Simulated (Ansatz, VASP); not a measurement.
# Cross-check of Ta26W (Ta wire along [111], 3 atoms a period) between VASP and Ansatz, part 2 of 3

One calculation is typed for both programs; each brings its own data sets. How far apart do they land? Of the first pair: The structure shown is the start of the Ansatz relaxation below; VASP solves that cell, so the two are compared at the walk's first step.

VASP 6.6.1 and Ansatz 0.2.0.

So far: The structure; Ansatz: relaxation, PBE.

## Step 3: VASP: single point, PBE, start cell, pair 1

Level of this step: PBE, zero-moment start; plane waves and PAW (Ta_pv, W) (VASP).

The same cell, functional, mesh and smearing now go to VASP, with its own data sets.

Lines of VASP's logs that name or quote its potential files are left out, and so is its time.

Contents of INCAR:

```
SYSTEM = Ta26W
PREC = Accurate
ENCUT = 520
EDIFF = 1E-06
NELM = 200
ISMEAR = -1
SIGMA = 0.1
LREAL = .FALSE.
ALGO = Normal
GGA = PE
NBANDS = 172
ISPIN = 2
MAGMOM = -0 0 -0 -0 0 -0 0 0 -0 0 0 -0 -0 0 0 -0 0 0 -0 0 -0 -0 0 -0 0 -0 0
LASPH = .TRUE.
LMAXMIX = 4
LORBIT = 11
LWAVE = .FALSE.
LCHARG = .FALSE.
ISIF = 2
GGA_COMPAT = .FALSE.
KPAR = 2
```

Contents of POSCAR:

```
Ta26W
1.0
    9.1480000000      0.0000000000      0.0000000000
    0.0000000000      9.5110000000      0.0000000000
    0.0000000000      0.0000000000     24.2333502014
Ta W
26 1
Direct
    0.3803671841      0.3719903270      0.0000977991
    0.3803671841      0.6279853853      0.0369392590
    0.6108872978      0.4999878036      0.0740740750
    0.3803671841      0.3719903270      0.1112088910
    0.3803671841      0.6279853853      0.1480503509
    0.6108872978      0.4999878036      0.1851851668
    0.3803671841      0.3719903270      0.2223199828
    0.3803671841      0.6279853853      0.2591614840
    0.6108872978      0.4999878036      0.2962962999
    0.3803671841      0.3719903270      0.3334311159
    0.3803671841      0.6279853853      0.3702725758
    0.6108872978      0.4999878036      0.4074073918
    0.3803671841      0.6279853853      0.4813837089
    0.6108872978      0.4999878036      0.5185185249
    0.3803671841      0.3719903270      0.5556533409
    0.3803671841      0.6279853853      0.5924948008
    0.6108872978      0.4999878036      0.6296296168
    0.3803671841      0.3719903270      0.6667644327
    0.3803671841      0.6279853853      0.7036059339
    0.6108872978      0.4999878036      0.7407407499
    0.3803671841      0.3719903270      0.7778755658
    0.3803671841      0.6279853853      0.8147170257
    0.6108872978      0.4999878036      0.8518518417
    0.3803671841      0.3719903270      0.8889866577
    0.3803671841      0.6279853853      0.9258281589
    0.6108872978      0.4999878036      0.9629629748
    0.3803671841      0.3719903270      0.4445422078
```

Contents of KPOINTS:

```
Automatic mesh
0
Gamma
1 1 2
0 0 0
```

The projector-augmented-wave data sets are Ta_pv and W (PBE family, release 64).

On the command line:

```
mpirun -np 4 vasp_std
```

Numbers of over 12 decimals in the logs are rounded to 6 here.

The program printed:

```text
[banner, memory and clock lines left out]
running    4 mpi-ranks, on    1 nodes
 distrk:  each k-point on    2 cores,    2 groups
 distr:  one band on    1 cores,    2 groups

 POSCAR found type information on POSCAR TaW
 POSCAR found :  2 types and      27 ions
|                                                                             |
|               ----> ADVICE to this user running VASP <----                  |
|                                                                             |
|     You have a (more or less) 'large supercell' and for larger cells it     |
|     might be more efficient to use real-space projection operators.         |
|     Therefore, try LREAL= Auto in the INCAR file.                           |
|     Mind: For very accurate calculation, you might also keep the            |
|     reciprocal projection scheme (i.e. LREAL=.FALSE.).                      |
|                                                                             |

 LDA part: xc-table for (Slater+PW92), standard interpolation
 POSCAR, INCAR and KPOINTS ok, starting setup
 FFT: planning ... GRIDC
 FFT: planning ... GRID_SOFT
 FFT: planning ... GRID
 WAVECAR not read
 entering main loop
       N       E                     dE             d eps       ncg     rms          rms(c)
DAV:   1     0.214387807480E+04    0.21439E+04   -0.15213E+05  1792   0.137E+03
DAV:   2    -0.963253611394E+02   -0.22402E+04   -0.21850E+04  1624   0.334E+02
DAV:   3    -0.273264192142E+03   -0.17694E+03   -0.16663E+03  1752   0.688E+01
DAV:   4    -0.288984852882E+03   -0.15721E+02   -0.15038E+02  1872   0.154E+01
DAV:   5    -0.289958683254E+03   -0.97383E+00   -0.95622E+00  1872   0.334E+00    0.638E+01
DAV:   6    -0.256455925823E+03    0.33503E+02   -0.10880E+02  1576   0.219E+01    0.298E+01
DAV:   7    -0.295227503663E+03   -0.38772E+02   -0.91094E+01  2016   0.384E+01    0.286E+01
DAV:   8    -0.252891597632E+03    0.42336E+02   -0.75557E+01  1984   0.212E+01    0.781E+00
DAV:   9    -0.253731226643E+03   -0.83963E+00   -0.24257E+01  1912   0.996E+00    0.565E+00
DAV:  10    -0.253117744369E+03    0.61348E+00   -0.84948E+00  1952   0.685E+00    0.263E+00
DAV:  11    -0.253040297269E+03    0.77447E-01   -0.10348E+00  1832   0.345E+00    0.198E+00
DAV:  12    -0.252984429508E+03    0.55868E-01   -0.60448E-01  1888   0.290E+00    0.164E+00
DAV:  13    -0.252961461059E+03    0.22968E-01   -0.20836E-01  1944   0.155E+00    0.106E+00
DAV:  14    -0.252957264899E+03    0.41962E-02   -0.14330E-01  1872   0.126E+00    0.622E-01
[...]
DAV:  20    -0.252981440242E+03   -0.22351E-02   -0.78521E-04  1792   0.943E-02    0.384E-02
DAV:  21    -0.252982706984E+03   -0.12667E-02   -0.41786E-04  1760   0.709E-02    0.214E-02
DAV:  22    -0.252983176812E+03   -0.46983E-03   -0.20091E-04  1808   0.420E-02    0.177E-02
DAV:  23    -0.252983194835E+03   -0.18023E-04   -0.58340E-05  1656   0.267E-02    0.994E-03
DAV:  24    -0.252983171318E+03    0.23518E-04   -0.23895E-05  1496   0.150E-02    0.607E-03
DAV:  25    -0.252983166466E+03    0.48515E-05   -0.89919E-06  1488   0.106E-02    0.468E-03
DAV:  26    -0.252983167505E+03   -0.10383E-05   -0.36131E-06  1160   0.677E-03    0.232E-03
DAV:  27    -0.252983168104E+03   -0.59965E-06   -0.11447E-06   888   0.394E-03
   1 F= -.25298317E+03 E0= -.25223624E+03  d E =-.149386E+01  mag=    -0.0043
```

OUTCAR, selected parts (step 3):

```text
ion  position               nearest neighbor table
   1  0.380  0.372  0.000-   2 2.59  26 2.60   4 2.69  24 2.69   3 3.02  25 3.03
   2  0.380  0.628  0.037-   1 2.59   3 2.60   5 2.69  25 2.69  26 3.02   4 3.03
   3  0.611  0.500  0.074-   4 2.60   2 2.60   6 2.69  26 2.69   1 3.02   5 3.02
   4  0.380  0.372  0.111-   5 2.59   3 2.60   7 2.69   1 2.69   6 3.02   2 3.03
   5  0.380  0.628  0.148-   4 2.59   6 2.60   2 2.69   8 2.69   3 3.02   7 3.03
   6  0.611  0.500  0.185-   7 2.60   5 2.60   3 2.69   9 2.69   4 3.02   8 3.02
   7  0.380  0.372  0.222-   8 2.59   6 2.60   4 2.69  10 2.69   9 3.02   5 3.03
   8  0.380  0.628  0.259-   7 2.59   9 2.60  11 2.69   5 2.69   6 3.02  10 3.03
   9  0.611  0.500  0.296-  10 2.60   8 2.60  12 2.69   6 2.69  11 3.02   7 3.02
  10  0.380  0.372  0.333-  11 2.59   9 2.60  27 2.69   7 2.69  12 3.02   8 3.03
  11  0.380  0.628  0.370-  10 2.59  12 2.60   8 2.69  13 2.69   9 3.02  27 3.03
  12  0.611  0.500  0.407-  27 2.60  11 2.60   9 2.69  14 2.69  10 3.02  13 3.02
  13  0.380  0.628  0.481-  27 2.59  14 2.60  16 2.69  11 2.69  12 3.02  15 3.03
  14  0.611  0.500  0.519-  15 2.60  13 2.60  17 2.69  12 2.69  16 3.02  27 3.02
  15  0.380  0.372  0.556-  16 2.59  14 2.60  18 2.69  27 2.69  17 3.02  13 3.03
  16  0.380  0.628  0.592-  15 2.59  17 2.60  13 2.69  19 2.69  14 3.02  18 3.03
  17  0.611  0.500  0.630-  18 2.60  16 2.60  14 2.69  20 2.69  15 3.02  19 3.02
  18  0.380  0.372  0.667-  19 2.59  17 2.60  15 2.69  21 2.69  20 3.02  16 3.03
  19  0.380  0.628  0.704-  18 2.59  20 2.60  22 2.69  16 2.69  17 3.02  21 3.03
  20  0.611  0.500  0.741-  21 2.60  19 2.60  23 2.69  17 2.69  22 3.02  18 3.02
  21  0.380  0.372  0.778-  22 2.59  20 2.60  24 2.69  18 2.69  23 3.02  19 3.03
  22  0.380  0.628  0.815-  21 2.59  23 2.60  19 2.69  25 2.69  20 3.02  24 3.03
  23  0.611  0.500  0.852-  24 2.60  22 2.60  20 2.69  26 2.69  21 3.02  25 3.02
  24  0.380  0.372  0.889-  25 2.59  23 2.60  21 2.69   1 2.69  26 3.02  22 3.03
  25  0.380  0.628  0.926-  24 2.59  26 2.60   2 2.69  22 2.69  23 3.02   1 3.03
  26  0.611  0.500  0.963-   1 2.60  25 2.60   3 2.69  23 2.69   2 3.02  24 3.02
  27  0.380  0.372  0.445-  13 2.59  12 2.60  10 2.69  15 2.69  14 3.02  11 3.03

  LATTYP: Found a simple orthorhombic cell.
 ALAT       =     9.1480000000
 B/A-ratio  =     1.0396808045
 C/A-ratio  =     2.6490325974

 Subroutine GETGRP returns: Found  1 space group operations
 (whereof  1 operations were pure point group operations)

The static configuration has the point symmetry C_1 .

 Found      2 irreducible k-points:

   k-points           NKPTS =      2   k-points in BZ     NKDIM =      2   number of bands    NBANDS=    172

   dimension x,y,z NGX =    70 NGY =   72 NGZ =  180
   dimension x,y,z NGXF=   140 NGYF=  144 NGZF=  360

   ENCUT  =  520.0 eV  38.22 Ry    6.18 a.u.  17.01 17.68 45.06*2*pi/ulx,y,z

   NELECT =     292.0000    total number of electrons

 k-points in reciprocal lattice and weights: Automatic mesh
   0.00000000  0.00000000  0.00000000       0.500
   0.00000000  0.00000000  0.50000000       0.500

 average (electrostatic) potential at core
       1 -43.8075       2 -43.8036       3 -43.8025       4 -43.7979       5 -43.7973
       6 -43.7997       7 -43.7949       8 -43.7874       9 -43.8004      10 -43.8545
      11 -43.8611      12 -43.9427      13 -43.9428      14 -43.8602      15 -43.8544
      16 -43.7989      17 -43.7878      18 -43.7949      19 -43.7988      20 -43.7990
      21 -43.7979      22 -43.8031      23 -43.8045      24 -43.8075      25 -43.8088
      26 -43.8093      27 -46.5900

 E-fermi :  -1.4251

 spin component 1
 k-point     1 :       0.0000    0.0000    0.0000
  band No.  band energies     occupation
    ...
    141      -1.6152      0.86998
    142      -1.5445      0.76739
    143      -1.5304      0.74130
    144      -1.4818      0.63803
    145      -1.4669      0.60312
    146      -1.4060      0.45234
    147      -1.3982      0.43310
    148      -1.3864      0.40444
    149      -1.3764      0.38050
    150      -1.2486      0.14617
    ...

 k-point     2 :       0.0000    0.0000    0.5000
  band No.  band energies     occupation
    ...
    144      -1.5808      0.82585
    145      -1.5167      0.71416
    146      -1.4915      0.66024
    147      -1.4827      0.64010
    148      -1.4762      0.62510
    149      -1.3414      0.30217
    150      -1.3189      0.25695
    151      -1.1190      0.04476
    152      -1.0953      0.03562
    153      -1.0498      0.02292
    ...

 spin component 2
 k-point     1 :       0.0000    0.0000    0.0000
  band No.  band energies     occupation
    ...
    141      -1.6153      0.87013
    142      -1.5445      0.76753
    143      -1.5305      0.74148
    144      -1.4819      0.63836
    145      -1.4671      0.60346
    146      -1.4061      0.45256
    147      -1.3983      0.43331
    148      -1.3866      0.40481
    149      -1.3765      0.38084
    150      -1.2487      0.14635
    ...

 k-point     2 :       0.0000    0.0000    0.5000
  band No.  band energies     occupation
    ...
    144      -1.5809      0.82601
    145      -1.5167      0.71431
    146      -1.4917      0.66053
    147      -1.4828      0.64046
    148      -1.4763      0.62530
    149      -1.3416      0.30250
    150      -1.3191      0.25726
    151      -1.1192      0.04481
    152      -1.0953      0.03565
    153      -1.0500      0.02294
    ...

  Total        1.2434188     -0.2669114     -1.2512519     -0.9719493      0.0172389      0.6329251
  in kB        0.9448486     -0.2028205     -0.9508008     -0.7385645      0.0130995      0.4809468
  external PRESSURE =      -0.0695909 kB  Pullay stress =       0.0000000 kB

  energy-cutoff  :      520.00
  volume of cell :     2108.46
      direct lattice vectors                 reciprocal lattice vectors
     9.148000000  0.000000000  0.000000000     0.109313511  0.000000000  0.000000000
     0.000000000  9.511000000  0.000000000     0.000000000  0.105141415  0.000000000
     0.000000000  0.000000000 24.233350201     0.000000000  0.000000000  0.041265446

 POSITION                                       TOTAL-FORCE (eV/Angst)
 -----------------------------------------------------------------------------------
      3.47960      3.53800      0.00237        -0.006604     -0.029799      0.014999
      3.47960      5.97277      0.89516        -0.016648      0.023696      0.000233
      5.58840      4.75538      1.79506         0.035826     -0.008682      0.010665
      3.47960      3.53800      2.69496        -0.053106     -0.018887      0.022818
      3.47960      5.97277      3.58776        -0.005047      0.045728     -0.028622
      5.58840      4.75538      4.48766         0.033221      0.038394     -0.022660
      3.47960      3.53800      5.38756         0.000785     -0.102626     -0.009844
      3.47960      5.97277      6.28035        -0.031300      0.049390      0.030214
      5.58840      4.75538      7.18025         0.103072     -0.045659     -0.050917
      3.47960      3.53800      8.08015        -0.188274     -0.061816      0.515561
      3.47960      5.97277      8.97294        -0.026252     -0.008452     -0.027267
      5.58840      4.75538      9.87285        -0.561313     -0.441475      0.394422
      3.47960      5.97277     11.66554        -0.109327     -0.714027     -0.402164
      5.58840      4.75538     12.56544         0.003256     -0.036574      0.012824
      3.47960      3.53800     13.46534         0.043627     -0.188417     -0.494615
      3.47960      5.97277     14.35813        -0.093014      0.066198      0.039724
      5.58840      4.75538     15.25804         0.062142     -0.007678     -0.046333
      3.47960      3.53800     16.15794        -0.095343     -0.037349      0.038214
      3.47960      5.97277     17.05073         0.016498      0.033504      0.008005
      5.58840      4.75538     17.95063         0.055428      0.025701      0.016134
      3.47960      3.53800     18.85053        -0.003418     -0.048871      0.002708
      3.47960      5.97277     19.74332        -0.025816      0.012479     -0.022158
      5.58840      4.75538     20.64322         0.038733      0.003915     -0.013940
      3.47960      3.53800     21.54313        -0.030951     -0.016638      0.010345
      3.47960      5.97277     22.43592        -0.012787      0.021429     -0.010340
      5.58840      4.75538     23.33582         0.033333      0.003430     -0.001458
      3.47960      3.53800     10.77275         0.833279      1.443084      0.013453
 -----------------------------------------------------------------------------------
    total drift:                                0.000176      0.000519     -0.000389

  FREE ENERGIE OF THE ION-ELECTRON SYSTEM (eV)
  ---------------------------------------------------
  free  energy   TOTEN  =      -252.9831681042 eV

  energy  without entropy=     -251.4893089643  energy(sigma->0) =     -252.23623853

 total charge
# of ion       s       p       d       tot
------------------------------------------
    1        0.428   6.049   2.547   9.024
    2        0.427   6.049   2.548   9.024
    3        0.428   6.048   2.549   9.025
    4        0.427   6.050   2.548   9.024
    5        0.428   6.049   2.548   9.025
    6        0.429   6.048   2.549   9.026
    7        0.428   6.049   2.548   9.025
    8        0.427   6.050   2.548   9.025
    9        0.430   6.050   2.546   9.025
   10        0.427   6.055   2.521   9.003
   11        0.425   6.051   2.538   9.013
   12        0.427   6.054   2.517   8.998
   13        0.426   6.056   2.515   8.997
   14        0.426   6.050   2.539   9.014
   15        0.427   6.055   2.521   9.003
   16        0.429   6.051   2.544   9.025
   17        0.428   6.049   2.549   9.025
   18        0.428   6.049   2.548   9.025
   19        0.428   6.049   2.548   9.025
   20        0.428   6.048   2.549   9.025
   21        0.427   6.050   2.548   9.024
   22        0.427   6.049   2.548   9.024
   23        0.428   6.048   2.549   9.025
   24        0.428   6.049   2.547   9.024
   25        0.428   6.049   2.547   9.024
   26        0.428   6.048   2.548   9.025
   27        0.733   0.325   4.210   5.269
--------------------------------------------------
tot         11.849 157.627  70.319 239.794

 magnetization (x)
# of ion       s       p       d       tot
------------------------------------------
    1       -0.000  -0.000  -0.000  -0.000
    2       -0.000  -0.000  -0.000  -0.000
    3        0.000  -0.000  -0.000  -0.000
    4       -0.000  -0.000  -0.000  -0.000
    5        0.000   0.000   0.000   0.000
    6       -0.000  -0.000  -0.000  -0.000
    7       -0.000  -0.000  -0.000  -0.000
    8       -0.000  -0.000  -0.000  -0.000
    9       -0.000  -0.000  -0.000  -0.000
   10       -0.000  -0.000  -0.000  -0.000
   11       -0.000  -0.000  -0.000  -0.000
   12       -0.000  -0.000  -0.000  -0.000
   13       -0.000  -0.000  -0.000  -0.000
   14       -0.000  -0.000  -0.000  -0.000
   15       -0.000  -0.000  -0.000  -0.000
   16       -0.000  -0.000  -0.000  -0.000
   17       -0.000  -0.000  -0.000  -0.000
   18       -0.000  -0.000  -0.000  -0.000
   19       -0.000  -0.000  -0.000  -0.000
   20       -0.000  -0.000  -0.000  -0.000
   21       -0.000  -0.000  -0.000  -0.000
   22       -0.000  -0.000  -0.000  -0.000
   23       -0.000  -0.000  -0.000  -0.000
   24       -0.000  -0.000  -0.000  -0.000
   25       -0.000  -0.000  -0.000  -0.000
   26       -0.000  -0.000   0.000   0.000
   27       -0.000  -0.000  -0.000  -0.000
--------------------------------------------------
tot         -0.000  -0.000  -0.001  -0.001
```

The data set W keeps the semicore shell frozen, which is cheaper and a little less accurate.

## Step 4: Differences

Known differences besides the potentials themselves: the data sets hold 352 valence electrons in Ansatz (on its default PAW (the set named soft_2) files) and 292 in VASP; the cutoff is 350 eV in Ansatz and 520 eV in VASP; Ansatz's log warns that its cutoff lies below the recommended one. Total energies have different zeros and are not compared.

Forces on 7 of the 27 atoms, those with the largest forces and the largest differences (eV/Å; atoms numbered as in POSCAR):

| atom | Ansatz x, y, z | VASP x, y, z |
| --- | --- | --- |
| Ta9 | 0.094, -0.047, -0.052 | 0.103, -0.046, -0.051 |
| Ta10 | -0.180, -0.052, 0.487 | -0.188, -0.062, 0.516 |
| Ta12 | -0.518, -0.411, 0.374 | -0.561, -0.441, 0.394 |
| Ta13 | -0.105, -0.661, -0.382 | -0.109, -0.714, -0.402 |
| Ta15 | 0.048, -0.176, -0.466 | 0.044, -0.188, -0.495 |
| Ta16 | -0.090, 0.057, 0.040 | -0.093, 0.066, 0.040 |
| W27 | 0.778, 1.348, 0.013 | 0.833, 1.443, 0.013 |

The forces differ by 16 meV/Å r.m.s., which is 6.7 % of the r.m.s. force of 0.244 eV/Å (both taken over all components). Moments aren't recorded for both runs of this pair, so they may hold unlike magnetic states.

[end of part 2 of 3]

[Lines on the potential files, build, host, timing and source positions are cut from VASP's logs without a mark.]

[Logs are printed without paths, hosts, clocks, repeated set-up lines and the standing remarks that a program may print on its own settings, such as how far it seeks lower states.]

[Hosts, paths, dates, database ids (printed as entryN), source tags and the programs' standing remarks are cut or masked in the printed files.]
